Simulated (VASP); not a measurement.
```yaml
crystal:
  lattice:
    - [1.35841, -2.45833, 0.00000]
    - [1.35841, 2.45833, 0.00000]
    - [0.00000, 0.00000, 4.34086]
  atoms:
    - { symbol: Re, position: [0.33333, 0.66667, 0.25000] }
    - { symbol: Re, position: [0.68582, 0.35249, 0.75000] }
```

All values below come from PBE GGA, VASP's PBE PAW potentials (set 64) (plane waves; VASP). Numerical set-up: 400 eV cut-off, KSPACING 0.35 per Å, first-order Methfessel-Paxton smearing of 0.10 eV, potentials Re.

Gaps are read on the run's mesh, which can miss a band edge. Unless said otherwise, spin-orbit coupling is left out, though it shifts the bands of the heavy elements here.

Task: Predict the energy per atom (σ→0), pressure, largest force, band gap (on the k-mesh) with the smallest direct gap where there is one.

Result: 
band gap (on the k-mesh): none (metal, semimetal or under 0.01 eV)
energy per atom (σ→0): -12.376 eV/atom
pressure: 12.86 GPa
largest force: 0.255 eV/Å

The absolute energy has meaning only against runs of the same code, potentials and settings.

The compound is Re in the hcp structure. The cell was not relaxed at this level, atoms are displaced from their ideal sites. The run is one of a series of settings (KGAMMA = .TRUE., KSPACING = 0.35, KPOINTS file removed against the base run), some of them coarse on purpose.
